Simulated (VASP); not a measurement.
Output of a VASP run:

### OUTCAR
```
 ion  position               nearest neighbor table
   1  0.000  0.000  0.000-
   2  0.500  0.500  0.500-   3 3.04   4 3.04   5 3.04   5 3.04   3 3.04   4 3.04
   3  0.500  0.000  0.500-   2 3.04   2 3.04
   4  0.000  0.500  0.500-   2 3.04   2 3.04
   5  0.500  0.500  0.000-   2 3.04   2 3.04
  LATTYP: Found a simple cubic cell.
 ALAT       =     6.0888277484
 Subroutine PRICEL returns:
 Original cell was already a primitive cell.
 Subroutine GETGRP returns: Found 48 space group operations
The static configuration has the point symmetry O_h .
The dynamic configuration has the point symmetry O_h .
 Subroutine INISYM returns: Found 48 space group operations
 Subroutine IBZKPT returns following result:
 Found     10 irreducible k-points:

 Following reciprocal coordinates:
            Coordinates               Weight
  0.000000  0.000000  0.000000      1.000000
  0.250000  0.000000  0.000000      6.000000
  0.500000  0.000000  0.000000      3.000000
  0.250000  0.250000  0.000000     12.000000
  0.500000  0.250000  0.000000     12.000000
  0.500000  0.500000  0.000000      3.000000
  0.250000  0.250000  0.250000      8.000000
  0.500000  0.250000  0.250000     12.000000
  0.500000  0.500000  0.250000      6.000000
  0.500000  0.500000  0.500000      1.000000
   k-points           NKPTS =     10   k-points in BZ     NKDIM =     10   number of bands    NBANDS=     26
   number of dos      NEDOS =    301   number of ions     NIONS =      5
   total plane-waves  NPLWV = 110592
   dimension x,y,z NGX =    48 NGY =   48 NGZ =   48
   dimension x,y,z NGXF=    96 NGYF=   96 NGZF=   96
   ions per type =               1   1   3
   PREC   = accura    normal or accurate (medium, high low for compatibility)
   ISTART =      0    job   : 0-new  1-cont  2-samecut
   ICHARG =      2    charge: 1-file 2-atom 10-const
   ISPIN  =      1    spin polarized calculation?
   LNONCOLLINEAR =      F non collinear calculations
   LSORBIT =      F    spin-orbit coupling
   INIWAV =      1    electr: 0-lowe 1-rand  2-diag
   ENCUT  =  520.0 eV  38.22 Ry    6.18 a.u.  11.32 11.32 11.32*2*pi/ulx,y,z
   NELM   =    100;   NELMIN=  2; NELMDL= -5     # of ELM steps
   EDIFF  = 0.1E-05   stopping-criterion for ELM
   LREAL  =      F    real-space projection
   NLSPLINE    = F    spline interpolate recip. space projectors
   LMAXMIX     =    4 max onsite mixed and CHGCAR
   VOSKOWN=      0    Vosko Wilk Nusair interpolation
   EDIFFG = -.2E-01   stopping-criterion for IOM
   NSW    =     60    number of steps for IOM
   NBLOCK =      1;   KBLOCK =     60    inner block; outer block
   IBRION =      2    ionic relax: 0-MD 1-quasi-New 2-CG
   NFREE  =      1    steps in history (QN), initial steepest desc. (CG)
   ISIF   =      3    stress and relaxation
   ISYM   =      2    0-nonsym 1-usesym 2-fastsym
   TEIN   =    0.0    initial temperature
   TEBEG  =    0.0;   TEEND  =   0.0 temperature during run
   SMASS  =  -3.00    Nose mass-parameter (am)
   PSTRESS=    0.0 pullay stress
   NELECT =      44.0000    total number of electrons
   EFERMI =   0.00;   METHOD = LEGACY
   ISMEAR =     0;   SIGMA  =   0.05  broadening in eV -4-tet -1-fermi 0-gaus
   IALGO  =     38    algorithm
   LDIAG  =      T    sub-space diagonalisation (order eigenvalues)
   IMIX   =      4    mixing-type and parameters
     AMIX     =   0.40;   BMIX     =  1.00
     AMIX_MAG =   1.60;   BMIX_MAG =  1.00
     AMIN     =   0.10
   GGA     = BO    functional components
   VOSKOWN =     0    Vosko Wilk Nusair interpolation
   LHFCALC =     F    Hartree Fock is set to
   LHFONE  =     F    Hartree Fock one center treatment
   AEXX    =    0.0000 exact exchange contribution
   LUSE_VDW   =     T    switch on vdW DFT
   IVDW    =     0    specifies the selected vdW correction
   LEPSILON=     F    determine dielectric tensor
   LRPA    =     F    only Hartree local field effects (RPA)
  energy-cutoff  :      520.00
  volume of cell :      225.74
...
```

### OSZICAR
```
       N       E                     dE             d eps       ncg     rms          rms(c)
DAV:   1     0.382859251785E+03    0.38286E+03   -0.18464E+04   520   0.156E+03
DAV:   2     0.453953124079E+02   -0.33746E+03   -0.32993E+03   632   0.322E+02
DAV:   3    -0.395783733716E+00   -0.45791E+02   -0.45562E+02   636   0.128E+02
DAV:   4    -0.229053901641E+01   -0.18948E+01   -0.18886E+01   664   0.308E+01
DAV:   5    -0.234738723891E+01   -0.56848E-01   -0.56838E-01   806   0.511E+00    0.437E+00
DAV:   6    -0.211083362919E+01    0.23655E+00   -0.44584E-01   666   0.338E+00    0.282E+00
DAV:   7    -0.208944052424E+01    0.21393E-01   -0.29415E-01   684   0.219E+00    0.940E-01
DAV:   8    -0.209207187165E+01   -0.26313E-02   -0.35758E-02   624   0.133E+00    0.269E-01
DAV:   9    -0.209196885477E+01    0.10302E-03   -0.24029E-03   662   0.383E-01    0.108E-01
DAV:  10    -0.209218548435E+01   -0.21663E-03   -0.53495E-04   714   0.130E-01    0.447E-02
DAV:  11    -0.209221216026E+01   -0.26676E-04   -0.16027E-04   676   0.968E-02    0.265E-02
DAV:  12    -0.209221285927E+01   -0.69901E-06   -0.15300E-05   622   0.238E-02    0.190E-02
DAV:  13    -0.209221178419E+01    0.10751E-05   -0.85238E-07   434   0.808E-03    0.540E-03
DAV:  14    -0.209221140705E+01    0.37715E-06   -0.16205E-06   428   0.920E-03
   1 F= -.20922114E+01 E0= -.20921321E+01  d E =-.209221E+01
       N       E                     dE             d eps       ncg     rms          rms(c)
DAV:   1    -0.311477869994E+01   -0.10226E+01   -0.21309E+01   626   0.435E+01    0.498E+00
DAV:   2    -0.236073141088E+01    0.75405E+00   -0.12991E+00   600   0.101E+01    0.226E+00
DAV:   3    -0.216306625707E+01    0.19767E+00   -0.64573E-01   678   0.632E+00    0.823E-01
DAV:   4    -0.215889943309E+01    0.41668E-02   -0.13723E-02   532   0.775E-01    0.739E-01
DAV:   5    -0.215552227125E+01    0.33772E-02   -0.56625E-03   744   0.531E-01    0.213E-01
DAV:   6    -0.215523757163E+01    0.28470E-03   -0.12563E-03   624   0.321E-01    0.353E-02
DAV:   7    -0.215523205661E+01    0.55150E-05   -0.46137E-05   636   0.511E-02    0.250E-02
DAV:   8    -0.215523281564E+01   -0.75903E-06   -0.59984E-06   636   0.160E-02
   2 F= -.21552328E+01 E0= -.21552328E+01  d E =-.630214E-01
       N       E                     dE             d eps       ncg     rms          rms(c)
DAV:   1    -0.219606676374E+01   -0.40835E-01   -0.85005E-01   610   0.818E+00    0.103E+00
DAV:   2    -0.216487697128E+01    0.31190E-01   -0.54507E-02   604   0.205E+00    0.451E-01
DAV:   3    -0.215696174909E+01    0.79152E-02   -0.25753E-02   678   0.126E+00    0.170E-01
DAV:   4    -0.215676230047E+01    0.19945E-03   -0.53082E-04   532   0.155E-01    0.139E-01
DAV:   5    -0.215661527635E+01    0.14702E-03   -0.24740E-04   742   0.111E-01    0.365E-02
DAV:   6    -0.215660597335E+01    0.93030E-05   -0.41983E-05   616   0.601E-02    0.619E-03
DAV:   7    -0.215660532573E+01    0.64762E-06   -0.17502E-06   376   0.798E-03
   3 F= -.21566053E+01 E0= -.21566053E+01  d E =-.643939E-01
```

### OUTCAR
```
------------------------ aborting loop because EDIFF is reached ----------------------------------------
  FORCE on cell =-STRESS in cart. coord.  units (eV):
  Direction    XX          YY          ZZ          XY          YZ          ZX
  --------------------------------------------------------------------------------------
  Total       -0.0346391     -0.0346391     -0.0346391     -0.0000000     -0.0000000      0.0000000
  in kB       -0.2296375     -0.2296375     -0.2296375     -0.0000000     -0.0000000      0.0000000
  external PRESSURE =      -0.2296375 kB  Pullay stress =       0.0000000 kB
  volume of cell :      241.68
      direct lattice vectors                 reciprocal lattice vectors
     6.228900010  0.000000000 -0.000000000     0.160541990  0.000000000 -0.000000000
    -0.000000000  6.228900010  0.000000000    -0.000000000  0.160541990  0.000000000
     0.000000000 -0.000000000  6.228900010     0.000000000 -0.000000000  0.160541990
 POSITION                                       TOTAL-FORCE (eV/Angst)
 -----------------------------------------------------------------------------------
      0.00000      0.00000      0.00000        -0.000000      0.000000      0.000000
      3.11445      3.11445      3.11445         0.000000     -0.000000      0.000000
      3.11445     -0.00000      3.11445        -0.000000      0.000000      0.000000
     -0.00000      3.11445      3.11445        -0.000000      0.000000      0.000000
      3.11445      3.11445      0.00000        -0.000000      0.000000      0.000000
 -----------------------------------------------------------------------------------
    total drift:                                0.000000     -0.000000     -0.000000
  FREE ENERGIE OF THE ION-ELECTRON SYSTEM (eV)
  ---------------------------------------------------
  free  energy   TOTEN  =        -2.1566053257 eV

  energy  without entropy=       -2.1566053257  energy(sigma->0) =       -2.15660533

 reached required accuracy - stopping structural energy minimisation
```
(Selected blocks of OUTCAR.)

### POSCAR
```
CsSnI3
1
    6.0888277484     0.0000000000    -0.0000000000
    0.0000000000     6.0888277484     0.0000000000
   -0.0000000000     0.0000000000     6.0888277484
Cs Sn I
1 1 3
Direct
  0.0000000000   0.0000000000   0.0000000000
  0.5000000000   0.5000000000   0.5000000000
  0.5000000000   0.0000000000   0.5000000000
  0.0000000000   0.5000000000   0.5000000000
  0.5000000000   0.5000000000   0.0000000000
```

Q: Write an INCAR and KPOINTS that could have produced this output.

A: This is not unique; one that fits is the input of the run itself, optB88-vdW, plane waves, VASP's PBE PAW potentials (set 64).

File KPOINTS:
```
Automatic mesh
0
Gamma
4 4 4
0 0 0
```

INCAR:
```
AGGAC=0.0
ALGO=Normal
EDIFF=1E-6
EDIFFG=-0.02
ENCUT=520
GGA=BO
IBRION=2
ISIF=3
ISMEAR=0
LASPH=.True.
LCHARG=.False.
LMAXMIX=4
LREAL=.False.
LUSE_VDW=.True.
LWAVE=.False.
NELM=100
NSW=60
PARAM1=0.1833333333
PARAM2=0.22
PREC=Accurate
SIGMA=0.05
SYSTEM=CsSnI3
```

POTCAR, in this order: Cs_sv Sn_d I (PBE.64 set). Program: vasp_std.

Energy and stress use the plane-wave basis of the starting cell.

The compound is CsSnI3 in the cubic perovskite structure, the ideal cubic form; the compound distorts at low or room temperature. This run relaxes it. Symmetry was kept, so distortions that lower it aren't found. The start is the result of an earlier pass.
